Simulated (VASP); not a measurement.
Output of a VASP run:

**OUTCAR**
```
 ion  position               nearest neighbor table
   1  0.000  0.000  0.000-   2 2.32   2 2.32   2 2.32   2 2.32   2 2.32   2 2.32
   2  0.500  0.500  0.500-   1 2.32   1 2.32   1 2.32   1 2.32   1 2.32   1 2.32
  LATTYP: Found a face centered cubic cell.
 ALAT       =     4.6400000000
 Subroutine PRICEL returns:
 Original cell was already a primitive cell.
 Subroutine GETGRP returns: Found 48 space group operations
The static configuration has the point symmetry O_h .
The dynamic configuration has the point symmetry O_h .
 Subroutine INISYM returns: Found 48 space group operations
 Subroutine IBZKPT returns following result:
 Found     72 irreducible k-points:

 Following reciprocal coordinates:
            Coordinates               Weight
  0.000000  0.000000  0.000000      1.000000
  0.083333  0.000000  0.000000      8.000000
  0.166667  0.000000  0.000000      8.000000
  0.250000  0.000000  0.000000      8.000000
  0.333333  0.000000  0.000000      8.000000
  0.416667  0.000000  0.000000      8.000000
  0.500000  0.000000  0.000000      4.000000
  0.083333  0.083333  0.000000      6.000000
  0.166667  0.083333  0.000000     24.000000
  0.250000  0.083333  0.000000     24.000000
  0.333333  0.083333  0.000000     24.000000
  0.416667  0.083333  0.000000     24.000000
  0.500000  0.083333  0.000000     24.000000
 -0.416667  0.083333  0.000000     24.000000
 -0.333333  0.083333  0.000000     24.000000
 -0.250000  0.083333  0.000000     24.000000
 -0.166667  0.083333  0.000000     24.000000
 -0.083333  0.083333  0.000000     12.000000
  0.166667  0.166667  0.000000      6.000000
  0.250000  0.166667  0.000000     24.000000
  0.333333  0.166667  0.000000     24.000000
  0.416667  0.166667  0.000000     24.000000
  0.500000  0.166667  0.000000     24.000000
 -0.416667  0.166667  0.000000     24.000000
 -0.333333  0.166667  0.000000     24.000000
 -0.250000  0.166667  0.000000     24.000000
 -0.166667  0.166667  0.000000     12.000000
  0.250000  0.250000  0.000000      6.000000
  0.333333  0.250000  0.000000     24.000000
  0.416667  0.250000  0.000000     24.000000
  0.500000  0.250000  0.000000     24.000000
 -0.416667  0.250000  0.000000     24.000000
 -0.333333  0.250000  0.000000     24.000000
 -0.250000  0.250000  0.000000     12.000000
  0.333333  0.333333  0.000000      6.000000
  0.416667  0.333333  0.000000     24.000000
  0.500000  0.333333  0.000000     24.000000
 -0.416667  0.333333  0.000000     24.000000
 -0.333333  0.333333  0.000000     12.000000
  0.416667  0.416667  0.000000      6.000000
   k-points           NKPTS =     72   k-points in BZ     NKDIM =     72   number of bands    NBANDS=     11
   number of dos      NEDOS =    301   number of ions     NIONS =      2
   total plane-waves  NPLWV =  21952
   dimension x,y,z NGX =    28 NGY =   28 NGZ =   28
   dimension x,y,z NGXF=    56 NGYF=   56 NGZF=   56
   ions per type =               1   1
   PREC   = accura    normal or accurate (medium, high low for compatibility)
   ISTART =      0    job   : 0-new  1-cont  2-samecut
   ICHARG =      2    charge: 1-file 2-atom 10-const
   ISPIN  =      1    spin polarized calculation?
   LNONCOLLINEAR =      F non collinear calculations
   LSORBIT =      F    spin-orbit coupling
   INIWAV =      1    electr: 0-lowe 1-rand  2-diag
   ENCUT  =  530.0 eV  38.95 Ry    6.24 a.u.   6.16  6.16  6.16*2*pi/ulx,y,z
   NELM   =    100;   NELMIN=  2; NELMDL= -5     # of ELM steps
   EDIFF  = 0.1E-05   stopping-criterion for ELM
   LREAL  =      F    real-space projection
   NLSPLINE    = F    spline interpolate recip. space projectors
   LMAXMIX     =    6 max onsite mixed and CHGCAR
   VOSKOWN=      0    Vosko Wilk Nusair interpolation
   EDIFFG = -.1E-01   stopping-criterion for IOM
   NSW    =     60    number of steps for IOM
   NBLOCK =      1;   KBLOCK =     60    inner block; outer block
   IBRION =      2    ionic relax: 0-MD 1-quasi-New 2-CG
...
```

**OSZICAR**
```
       N       E                     dE             d eps       ncg     rms          rms(c)
DAV:   1     0.231449212171E+02    0.23145E+02   -0.79612E+03  1584   0.124E+03
DAV:   2    -0.233817333148E+02   -0.46527E+02   -0.44110E+02  2055   0.217E+02
DAV:   3    -0.250704799354E+02   -0.16887E+01   -0.16360E+01  2049   0.318E+01
DAV:   4    -0.250863562764E+02   -0.15876E-01   -0.15865E-01  1947   0.303E+00
DAV:   5    -0.250865329002E+02   -0.17662E-03   -0.17661E-03  2056   0.269E-01    0.589E+01
DAV:   6    -0.222818489520E+02    0.28047E+01   -0.18185E+01  1781   0.219E+01    0.415E+01
DAV:   7    -0.222032986369E+02    0.78550E-01   -0.62338E-01  1828   0.599E+00    0.239E+01
DAV:   8    -0.221914849138E+02    0.11814E-01   -0.54825E-02  1749   0.224E+00    0.495E+00
DAV:   9    -0.221862845868E+02    0.52003E-02   -0.24932E-02  1781   0.965E-01    0.191E+00
DAV:  10    -0.221860081132E+02    0.27647E-03   -0.98746E-04  1883   0.266E-01    0.298E-01
DAV:  11    -0.221860000227E+02    0.80905E-05   -0.13666E-04  1843   0.866E-02    0.382E-02
DAV:  12    -0.221859982971E+02    0.17256E-05   -0.47810E-06  1839   0.198E-02    0.491E-02
DAV:  13    -0.221859979648E+02    0.33224E-06   -0.24245E-07   915   0.528E-03
   1 F= -.22185998E+02 E0= -.22185948E+02  d E =-.221860E+02
       N       E                     dE             d eps       ncg     rms          rms(c)
DAV:   1    -0.223209662516E+02   -0.13497E+00   -0.45623E+00  1584   0.210E+01    0.679E+00
DAV:   2    -0.222072297262E+02    0.11374E+00   -0.14345E-01  1602   0.391E+00    0.363E+00
DAV:   3    -0.221640887078E+02    0.43141E-01   -0.13100E-01  1632   0.338E+00    0.232E+00
DAV:   4    -0.221644767015E+02   -0.38799E-03   -0.19803E-03  1921   0.465E-01    0.288E+00
DAV:   5    -0.221639593879E+02    0.51731E-03   -0.82054E-04  1881   0.218E-01    0.189E-01
DAV:   6    -0.221639121532E+02    0.47235E-04   -0.12238E-04  1788   0.745E-02    0.829E-02
DAV:   7    -0.221639165714E+02   -0.44182E-05   -0.47506E-06  1743   0.202E-02    0.945E-02
DAV:   8    -0.221639084718E+02    0.80996E-05   -0.42580E-05  1749   0.431E-02    0.199E-02
DAV:   9    -0.221639088274E+02   -0.35553E-06   -0.12146E-06   923   0.117E-02
   2 F= -.22163909E+02 E0= -.22163852E+02  d E =0.220891E-01
       N       E                     dE             d eps       ncg     rms          rms(c)
DAV:   1    -0.222596139399E+02   -0.95705E-01   -0.18662E+00  1584   0.135E+01    0.441E+00
DAV:   2    -0.222134507841E+02    0.46163E-01   -0.62150E-02  1596   0.256E+00    0.237E+00
DAV:   3    -0.221957361652E+02    0.17715E-01   -0.54971E-02  1620   0.214E+00    0.148E+00
DAV:   4    -0.221958722627E+02   -0.13610E-03   -0.80410E-04  1933   0.297E-01    0.181E+00
DAV:   5    -0.221956723777E+02    0.19988E-03   -0.31713E-04  1902   0.141E-01    0.228E-01
DAV:   6    -0.221956403396E+02    0.32038E-04   -0.62379E-05  1847   0.512E-02    0.651E-02
DAV:   7    -0.221956412269E+02   -0.88733E-06   -0.15466E-06  1228   0.128E-02
   3 F= -.22195641E+02 E0= -.22195599E+02  d E =-.964326E-02
```

**OUTCAR**
```
------------------------ aborting loop because EDIFF is reached ----------------------------------------
  FORCE on cell =-STRESS in cart. coord.  units (eV):
  Direction    XX          YY          ZZ          XY          YZ          ZX
  --------------------------------------------------------------------------------------
  Total       -0.0172134     -0.0172134     -0.0172134      0.0000000      0.0000000      0.0000000
  in kB       -1.1290388     -1.1290388     -1.1290388      0.0000000      0.0000000      0.0000000
  external PRESSURE =      -1.1290388 kB  Pullay stress =       0.0000000 kB
  volume of cell :       24.43
      direct lattice vectors                 reciprocal lattice vectors
     0.000000000  2.302924303  2.302924303    -0.217115256  0.217115256  0.217115256
     2.302924303  0.000000000  2.302924303     0.217115256 -0.217115256  0.217115256
     2.302924303  2.302924303 -0.000000000     0.217115256  0.217115256 -0.217115256
 POSITION                                       TOTAL-FORCE (eV/Angst)
 -----------------------------------------------------------------------------------
      0.00000      0.00000      0.00000         0.000000      0.000000      0.000000
      2.30292      2.30292      2.30292         0.000000      0.000000     -0.000000
 -----------------------------------------------------------------------------------
    total drift:                                0.000000      0.000000      0.000000
  FREE ENERGIE OF THE ION-ELECTRON SYSTEM (eV)
  ---------------------------------------------------
  free  energy   TOTEN  =       -22.1956412269 eV

  energy  without entropy=      -22.1955147200  energy(sigma->0) =      -22.19559906

 reached required accuracy - stopping structural energy minimisation
```
(Selected blocks of OUTCAR.)

**POSCAR**
```
HfC
1
    0.0000000000     2.3200000000     2.3200000000
    2.3200000000     0.0000000000     2.3200000000
    2.3200000000     2.3200000000     0.0000000000
Hf C
1 1
Direct
  0.0000000000   0.0000000000   0.0000000000
  0.5000000000   0.5000000000   0.5000000000
```

Question: Reconstruct the remaining input files.

Answer: This is not unique; one that fits is the input of the run itself, PBEsol GGA, plane waves, VASP's PBE PAW potentials (set 64).

### INCAR
```
SYSTEM = HfC
PREC = Accurate
ENCUT = 530
EDIFF = 1E-6
NELM = 100
ALGO = Normal
LREAL = .FALSE.
LASPH = .TRUE.
ISMEAR = 1
SIGMA = 0.1
GGA = PS
LMAXMIX = 6
LWAVE = .FALSE.
LCHARG = .FALSE.
IBRION = 2
ISIF = 3
NSW = 60
EDIFFG = -0.01
```

**KPOINTS**
```
Automatic
0
G
12 12 12
0 0 0
```

POTCAR, in this order: Hf_pv C (PBE.64 set). Program: vasp_std.

Energy and stress use the plane-wave basis of the starting cell.

The compound is HfC in the rock salt structure. This run relaxes it. Symmetry was kept, so distortions that lower it aren't found.
